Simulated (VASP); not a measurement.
Computed with PBEsol GGA, VASP's PBE PAW potentials (set 64) (plane waves; VASP).

Input for VASP

File KPOINTS:
```
Automatic mesh
0
Gamma
8 8 2
0 0 0
```

### POSCAR
```
AlGa3P4
10.8847720
  0.0000000000   0.2501928939   0.2501928939
  0.2501928939   0.0000000000   0.2501928939
  1.0000000025   1.0000000025   0.0007715730
Ga P Al
3 4 1
Cart
  0.2504273505   0.2504273505   0.5001513311
  0.5002650735   0.5002650735   0.5005065019
  0.4997603861   0.4997603861   0.0006254017
  0.1251384611   0.1251384611   0.1250544329
  0.3749503919   0.3749503919   0.1254353958
  0.6247713370   0.6247713370   0.1258073446
  0.8751502337   0.8751502337   0.1256213417
  1.0003083498   1.0003083498   0.5008490135
```

**INCAR**
```
PREC = Accurate
LREAL = F
LCHARG = T
ALGO = Normal   # blocked Davidson
NELM = 100   # most electronic steps
ENCUT = 400   # plane-wave cut-off (eV)
ISIF = 2   # forces and stress, cell fixed
LASPH = T
ISMEAR = -5
SYSTEM = AlGa3P4
GGA = PS
LMAXMIX = 4   # l cut-off of mixed one-centre charges
EDIFF = 1E-7   # SCF stop (eV)
LORBIT = 11
NEDOS = 601   # DOS grid
LEFG = T
LWAVE = F
```

POTCAR, in this order: Ga_d P Al (PBE.64 set). Program: vasp_std.

Output

File OUTCAR:
```
 ion  position               nearest neighbor table
   1  1.000  1.000  0.000-   4 2.36   4 2.36   4 2.36   7 2.36
   2  1.000  1.000  0.250-   4 2.36   5 2.36   5 2.36   5 2.36
   3  0.000  0.000  0.500-   5 2.35   6 2.36   6 2.36   6 2.36
   4  0.250  0.250  0.063-   2 2.36   1 2.36   1 2.36   1 2.36
   5  0.250  0.250  0.312-   3 2.35   2 2.36   2 2.36   2 2.36
   6  0.251  0.251  0.562-   3 2.36   3 2.36   3 2.36   8 2.36
   7  0.250  0.250  0.813-   8 2.36   8 2.36   8 2.36   1 2.36
   8  1.000  1.000  0.750-   7 2.36   7 2.36   7 2.36   6 2.36
  LATTYP: Found a trigonal (rhomboedric) cell.
 ALAT       =    12.7590504552
 COS(alpha) =     0.9544433371
 Subroutine PRICEL returns:
 Original cell was already a primitive cell.
 Subroutine GETGRP returns: Found  6 space group operations
The static configuration has the point symmetry C_3v.
The dynamic configuration has the point symmetry C_3v.
 Subroutine INISYM returns: Found  6 space group operations
 Subroutine IBZKPT returns following result:
 Found     20 irreducible k-points:

 Following reciprocal coordinates:
            Coordinates               Weight
  0.000000  0.000000  0.000000      1.000000
  0.125000  0.000000  0.000000      6.000000
  0.250000  0.000000  0.000000      6.000000
  0.375000  0.000000  0.000000      6.000000
  0.500000  0.000000  0.000000      3.000000
  0.125000  0.125000  0.000000      6.000000
  0.250000  0.125000  0.000000      6.000000
  0.375000  0.125000 -0.000000     12.000000
  0.500000  0.125000  0.000000     12.000000
 -0.375000  0.125000  0.000000     12.000000
 -0.250000  0.125000 -0.000000     12.000000
 -0.125000  0.125000  0.000000      6.000000
  0.500000  0.250000  0.000000      6.000000
 -0.375000  0.250000  0.000000      6.000000
  0.375000  0.375000  0.000000      6.000000
 -0.375000  0.375000  0.000000      6.000000
  0.000000  0.000000  0.500000      1.000000
...
```

OSZICAR:
```
       N       E                     dE             d eps       ncg     rms          rms(c)
DAV:   1     0.453806637813E+03    0.45381E+03   -0.24731E+04  1527   0.192E+03
DAV:   2     0.270824360702E+02   -0.42672E+03   -0.41461E+03  1628   0.478E+02
DAV:   3    -0.383543656769E+02   -0.65437E+02   -0.62710E+02  1756   0.147E+02
DAV:   4    -0.418687669292E+02   -0.35144E+01   -0.34903E+01  1891   0.348E+01
DAV:   5    -0.419781420113E+02   -0.10938E+00   -0.10913E+00  2145   0.574E+00    0.848E+00
DAV:   6    -0.409073702944E+02    0.10708E+01   -0.20865E+00  2190   0.172E+01    0.517E+00
DAV:   7    -0.407507786197E+02    0.15659E+00   -0.11634E+00  1830   0.496E+00    0.171E+00
DAV:   8    -0.407396224974E+02    0.11156E-01   -0.18193E-01  1871   0.469E+00    0.520E-01
DAV:   9    -0.407398290975E+02   -0.20660E-03   -0.15737E-02  2051   0.180E+00    0.163E-01
DAV:  10    -0.407399386641E+02   -0.10957E-03   -0.22830E-03  1729   0.792E-01    0.762E-02
DAV:  11    -0.407400612702E+02   -0.12261E-03   -0.46228E-04  2054   0.347E-01    0.258E-02
DAV:  12    -0.407400700293E+02   -0.87592E-05   -0.95328E-05  1859   0.116E-01    0.153E-02
DAV:  13    -0.407400751708E+02   -0.51414E-05   -0.20917E-05  1737   0.675E-02    0.658E-03
DAV:  14    -0.407400756433E+02   -0.47249E-06   -0.55592E-06  1720   0.638E-02    0.340E-03
DAV:  15    -0.407400759882E+02   -0.34496E-06   -0.25419E-06  2086   0.961E-03    0.158E-03
DAV:  16    -0.407400760377E+02   -0.49446E-07   -0.10337E-07   996   0.545E-03
   1 F= -.40740076E+02 E0= -.40740076E+02  d E =0.000000E+00
```

### OUTCAR
```
------------------------ aborting loop because EDIFF is reached ----------------------------------------
  FORCE on cell =-STRESS in cart. coord.  units (eV):
  Direction    XX          YY          ZZ          XY          YZ          ZX
  --------------------------------------------------------------------------------------
  Total       -0.0680499     -0.0680499     -0.0680499      0.0510948     -0.0510948     -0.0510948
  in kB       -0.6755662     -0.6755662     -0.6755662      0.5072438     -0.5072438     -0.5072438
  external PRESSURE =      -0.6755662 kB  Pullay stress =       0.0000000 kB
  volume of cell :      161.39
      direct lattice vectors                 reciprocal lattice vectors
     0.000000000  2.723292606  2.723292606    -0.183672135  0.183530419  0.183672135
     2.723292606  0.000000000  2.723292606     0.183530419 -0.183672135  0.183672135
    10.884772027 10.884772027  0.008398396     0.045953463  0.045953463 -0.045953463
 POSITION                                       TOTAL-FORCE (eV/Angst)
 -----------------------------------------------------------------------------------
      2.72584      2.72584      5.44403         0.009548      0.009548     -0.009548
      5.44527      5.44527      5.44790         0.000613      0.000613     -0.000613
      5.43978      5.43978      0.00681        -0.009266     -0.009266      0.009266
      1.36210      1.36210      1.36119         0.007854      0.007854     -0.007854
      4.08125      4.08125      1.36534        -0.007520     -0.007520      0.007520
      6.80049      6.80049      1.36938        -0.009294     -0.009294      0.009294
      9.52581      9.52581      1.36736         0.009040      0.009040     -0.009040
     10.88813     10.88813      5.45163        -0.000976     -0.000976      0.000976
 -----------------------------------------------------------------------------------
    total drift:                                0.000104      0.000104     -0.000069
  FREE ENERGIE OF THE ION-ELECTRON SYSTEM (eV)
  ---------------------------------------------------
  free  energy   TOTEN  =       -40.7400760377 eV

  energy  without entropy=      -40.7400760377  energy(sigma->0) =      -40.74007604

 total charge

# of ion       s       p       d       tot
------------------------------------------
    1        0.864   0.854  10.013  11.731
    2        0.865   0.859  10.013  11.736
    3        0.863   0.856  10.013  11.732
    4        1.018   1.510   0.000   2.528
    5        1.017   1.511   0.000   2.528
    6        1.015   1.528   0.000   2.544
    7        1.011   1.570   0.000   2.580
    8        0.397   0.391   0.000   0.788
--------------------------------------------------
tot          7.049   9.078  30.039  46.167

 Electric field gradients after diagonalization (V/A^2)
 (convention: |V_zz| > |V_xx| > |V_yy|)
----------------------------------------------------------------------
 ion       V_xx      V_yy      V_zz     asymmetry (V_yy - V_xx)/ V_zz
----------------------------------------------------------------------
   1      -1.559    -1.559     3.117       0.000
   2       0.231     0.231    -0.462       0.001
   3       0.912     0.912    -1.824       0.000
   4       0.583     0.583    -1.166       0.000
   5       0.544     0.544    -1.088       0.000
   6      10.346    10.346   -20.693       0.000
   7     -10.955   -10.955    21.909       0.000
   8       0.076     0.075    -0.151       0.005
```
(Selected blocks of OUTCAR.)

### OUTCAR
```
 val. band max:        4.6236782181   @ k =   0.0000   0.0000   0.0000

 cond. band min:       6.0681713937   @ k =   0.5000   0.0000   0.0000


 Fermi energy:         4.6289381162

 k-point     1 :       0.0000    0.0000    0.0000
  band No.  band energies     occupation
      1      -9.9032      2.00000
      2      -9.8803      2.00000
      3      -9.8394      2.00000
      4      -9.8297      2.00000
      5      -9.8297      2.00000
      6      -9.8176      2.00000
      7      -9.8176      2.00000
      8      -9.8010      2.00000
      9      -9.8010      2.00000
     10      -9.7404      2.00000
     11      -9.7404      2.00000
     12      -9.7261      2.00000
     13      -9.7261      2.00000
     14      -9.7142      2.00000
     15      -9.7142      2.00000
     16      -7.7373      2.00000
     17      -7.0556      2.00000
     18      -6.8150      2.00000
     19      -5.6709      2.00000
     20      -1.8427      2.00000
     21       0.7193      2.00000
     22       1.0255      2.00000
     23       3.5390      2.00000
     24       3.5390      2.00000
     25       3.9039      2.00000
     26       3.9039      2.00000
     27       4.0551      2.00000
     28       4.0551      2.00000
     29       4.6099      2.00000
     30       4.6237      2.00000
     31       4.6237      2.00000
     32       6.3282      0.00000
     33       6.6145      0.00000
     34       6.8020      0.00000
     35       7.4699      0.00000
     36       8.5928      0.00000
     37       8.6078      0.00000

 k-point     2 :       0.1250    0.0000    0.0000
  band No.  band energies     occupation
      1      -9.9058      2.00000
      2      -9.8843      2.00000
      3      -9.8459      2.00000
      4      -9.8348      2.00000
      5      -9.8243      2.00000
      6      -9.8134      2.00000
      7      -9.8121      2.00000
      8      -9.7982      2.00000
      9      -9.7945      2.00000
     10      -9.7433      2.00000
     11      -9.7398      2.00000
...
```

The structure was generated: AlGa3P4 was put into an ordered model structure (R3m), which need not be its known phase. It was relaxed first.
